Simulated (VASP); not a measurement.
An input for Quantum ESPRESSO's pw.x (written as the equivalent of a VASP run, and not itself run):

```
&CONTROL
  calculation = 'scf'
  pseudo_dir = './pseudo'
  outdir = './out'
  tprnfor = .true.
  tstress = .true.
/
&SYSTEM
  ibrav = 0
  nat = 2
  ntyp = 2
  ecutwfc = 84
  occupations = 'tetrahedra'
  input_dft = 'vdw-df2'
/
&ELECTRONS
  conv_thr = 7.3e-09
  electron_maxstep = 100
/
ATOMIC_SPECIES
  B 10.810 B.upf
  As 74.922 As.upf
CELL_PARAMETERS angstrom
     0.0000000    2.4525218    2.4525218
     2.4525218    0.0000000    2.4525218
     2.4525218    2.4525218    0.0000000
ATOMIC_POSITIONS crystal
  B    0.0000000  0.0000000  0.0000000
  As   0.2500000  0.2500000  0.2500000
K_POINTS automatic
  10 10 10 0 0 0
```

Question: Write the VASP files for the same calculation (vdW-DF2).

Answer: Several could match; the one computed here: 
KPOINTS:
```
Automatic mesh
0
Gamma
10 10 10
0 0 0
```

POSCAR:
```
BAs
3.468390
  0.0000000000   0.7071067103   0.7071067103
  0.7071067103   0.0000000000   0.7071067103
  0.7071067103   0.7071067103   0.0000000000
B As
1 1
Cartesian
  0.0000000000   0.0000000000   0.0000000000
  0.3535533551   0.3535533551   0.3535533551
```

INCAR:
```
LORBIT  =  11
ENCUT  =  520   ! plane-wave cut-off (eV)
LWAVE  =  .False.
ISMEAR  =  -5   ! tetrahedra, Bloechl
LREAL  =  .False.
EDIFF  =  1E-7   ! SCF stop (eV)
SYSTEM  =  BAs
LUSE_VDW  =  .True.
PREC  =  Accurate
AGGAC  =  0.0
NEDOS  =  601   ! DOS grid
ISIF  =  2
LCHARG  =  .True.
LMAXMIX  =  4   ! l cut-off of mixed one-centre charges
NELM  =  100   ! most electronic steps
GGA  =  ML
LASPH  =  .True.
ZAB_VDW  =  -1.8867
ALGO  =  Normal
```

POTCAR, in this order: B As (PBE.64 set). Program: vasp_std.

Limits of the translation: the potentials are each code's own (VASP's PAW set, PseudoDojo norm-conserving files in pw.x), so ENCUT and ecutwfc are chosen apart and not converted; conv_thr bounds pw.x's estimated SCF error, while EDIFF bounds the energy change between steps.

The compound is BAs in the zinc blende structure. It was relaxed first, which changed the volume by +8 %.
